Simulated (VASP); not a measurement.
Calculation: r2SCAN meta-GGA, VASP's PBE PAW potentials (set 64) (plane waves; VASP 6.6.1).

Input for VASP

### KPOINTS
```
Automatic mesh
0
Gamma
13 13 13
0 0 0
```

### POSCAR
```
TiAl
1
    3.1689137245    -0.0000000000     0.0000000000
    0.0000000000     3.1689137245    -0.0000000000
    0.0000000000     0.0000000000     3.1689137245
Ti Al
1 1
Direct
  0.0000000000   0.0000000000   0.0000000000
  0.5000000000   0.5000000000   0.5000000000
```

INCAR:
```
ALGO = Normal
EDIFF = 1E-7
ENCUT = 400
ISIF = 2
ISMEAR = -5
LASPH = T
LCHARG = F
LMAXMIX = 4
LMIXTAU = T
LORBIT = 11
LREAL = F
LWAVE = F
METAGGA = R2SCAN
NEDOS = 601
NELM = 100
PREC = Accurate
SYSTEM = TiAl
```

**KPOINTS_OPT**
```
k-points along high-symmetry lines
10
Line-mode
Reciprocal
  0.000000   0.000000   0.000000 ! GAMMA
  0.000000   0.500000   0.000000 ! X

  0.000000   0.500000   0.000000 ! X
  0.500000   0.500000   0.000000 ! M

  0.500000   0.500000   0.000000 ! M
  0.000000   0.000000   0.000000 ! GAMMA

  0.000000   0.000000   0.000000 ! GAMMA
  0.500000   0.500000   0.500000 ! R

  0.500000   0.500000   0.500000 ! R
  0.000000   0.500000   0.000000 ! X

  0.500000   0.500000   0.500000 ! R
  0.500000   0.500000   0.000000 ! M
```

POTCAR, in this order: Ti_sv Al (PBE.64 set). Program: vasp_std.

The resulting files:

### OUTCAR
```
 ion  position               nearest neighbor table
   1  0.000  0.000  0.000-   2 2.74   2 2.74   2 2.74   2 2.74   2 2.74   2 2.74   2 2.74   2 2.74
  LATTYP: Found a simple cubic cell.
 ALAT       =     3.1689137245
 Subroutine PRICEL returns:
 Original cell was already a primitive cell.
 Subroutine GETGRP returns: Found 48 space group operations
The static configuration has the point symmetry O_h .
The dynamic configuration has the point symmetry O_h .
 Subroutine INISYM returns: Found 48 space group operations
 Subroutine IBZKPT returns following result:
 Found     84 irreducible k-points:

 Following reciprocal coordinates:
            Coordinates               Weight
  0.000000  0.000000  0.000000      1.000000
  0.076923  0.000000  0.000000      6.000000
  0.153846  0.000000  0.000000      6.000000
  0.230769  0.000000  0.000000      6.000000
  0.307692  0.000000  0.000000      6.000000
  0.384615  0.000000  0.000000      6.000000
  0.461538  0.000000  0.000000      6.000000
  0.076923  0.076923  0.000000     12.000000
  0.153846  0.076923  0.000000     24.000000
  0.230769  0.076923  0.000000     24.000000
...
```

**OSZICAR**
```
       N       E                     dE             d eps       ncg     rms          rms(c)
DAV:   1     0.712391923327E+02    0.71239E+02   -0.66629E+03  1851   0.120E+03
DAV:   2    -0.194963516027E+02   -0.90736E+02   -0.88585E+02  1884   0.313E+02
DAV:   3    -0.247441303218E+02   -0.52478E+01   -0.49618E+01  2765   0.759E+01
DAV:   4    -0.249485712392E+02   -0.20444E+00   -0.20192E+00  2383   0.130E+01
DAV:   5    -0.249560951660E+02   -0.75239E-02   -0.75529E-02  2680   0.227E+00    0.115E+01
DAV:   6    -0.204615590216E+02    0.44945E+01   -0.15964E+01  2540   0.574E+01    0.292E+00
DAV:   7    -0.202018021313E+02    0.25976E+00   -0.15418E+00  2213   0.166E+01    0.184E+00
DAV:   8    -0.200701130219E+02    0.13169E+00   -0.62908E-01  2021   0.920E+00    0.954E-01
DAV:   9    -0.202924944980E+02   -0.22238E+00   -0.16670E-01  1914   0.491E+00    0.434E-01
DAV:  10    -0.203049340464E+02   -0.12440E-01   -0.47781E-02  2230   0.307E+00    0.142E-01
DAV:  11    -0.203045461592E+02    0.38789E-03   -0.62725E-03  1943   0.126E+00    0.142E-01
DAV:  12    -0.203046173640E+02   -0.71205E-04   -0.74741E-03  1991   0.125E+00    0.445E-02
DAV:  13    -0.203043387331E+02    0.27863E-03   -0.41164E-04  2160   0.272E-01    0.205E-02
DAV:  14    -0.203046341287E+02   -0.29540E-03   -0.47005E-04  1887   0.225E-01    0.193E-02
DAV:  15    -0.203045411714E+02    0.92957E-04   -0.87065E-05  2599   0.109E-01    0.104E-02
DAV:  16    -0.203045561978E+02   -0.15026E-04   -0.10033E-05  2102   0.369E-02    0.575E-03
DAV:  17    -0.203045486214E+02    0.75764E-05   -0.32704E-06  2016   0.214E-02    0.498E-03
DAV:  18    -0.203045591123E+02   -0.10491E-04   -0.13718E-06  2419   0.156E-02    0.190E-03
DAV:  19    -0.203045588095E+02    0.30277E-06   -0.15685E-07  1598   0.432E-03    0.811E-04
DAV:  20    -0.203045586389E+02    0.17062E-06   -0.17518E-08   975   0.154E-03    0.372E-04
DAV:  21    -0.203045574211E+02    0.12177E-05   -0.17165E-08   957   0.138E-03    0.886E-05
DAV:  22    -0.203045573538E+02    0.67299E-07   -0.51482E-09   948   0.774E-04
   1 F= -.20304557E+02 E0= -.20304557E+02  d E =0.000000E+00
       N       E                     dE             ncg
```

### OUTCAR
```
------------------------ aborting loop because EDIFF is reached ----------------------------------------
  FORCE on cell =-STRESS in cart. coord.  units (eV):
  Direction    XX          YY          ZZ          XY          YZ          ZX
  --------------------------------------------------------------------------------------
  Total        0.0231166      0.0231166      0.0231166      0.0000000     -0.0000000     -0.0000000
  in kB        1.1638652      1.1638652      1.1638652      0.0000000     -0.0000000     -0.0000000
  external PRESSURE =       1.1638652 kB  Pullay stress =       0.0000000 kB
  volume of cell :       31.82
      direct lattice vectors                 reciprocal lattice vectors
     3.168913724  0.000000000  0.000000000     0.315565549  0.000000000  0.000000000
     0.000000000  3.168913724  0.000000000     0.000000000  0.315565549  0.000000000
     0.000000000  0.000000000  3.168913724     0.000000000  0.000000000  0.315565549
 POSITION                                       TOTAL-FORCE (eV/Angst)
 -----------------------------------------------------------------------------------
      0.00000      0.00000      0.00000         0.000000      0.000000      0.000000
      1.58446      1.58446      1.58446         0.000000      0.000000      0.000000
 -----------------------------------------------------------------------------------
    total drift:                               -0.000000      0.000000      0.000000
  FREE ENERGIE OF THE ION-ELECTRON SYSTEM (eV)
  ---------------------------------------------------
  free  energy   TOTEN  =       -20.3045573538 eV

  energy  without entropy=      -20.3045573538  energy(sigma->0) =      -20.30455735

 total charge

# of ion       s       p       d       tot
------------------------------------------
    1        2.186   6.134   1.935  10.255
    2        0.422   0.421   0.000   0.843
--------------------------------------------------
tot          2.607   6.555   1.935  11.097
```
(Selected blocks of OUTCAR.)

For a metal the tetrahedron method with Blöchl corrections gives inexact stress and forces.

The structure was generated: TiAl was put into the CsCl type type (Pm-3m), which need not be its known phase. It was relaxed first, which changed the volume by -35 %. The electron count is odd and the run is not spin-polarised, which forces a metal.
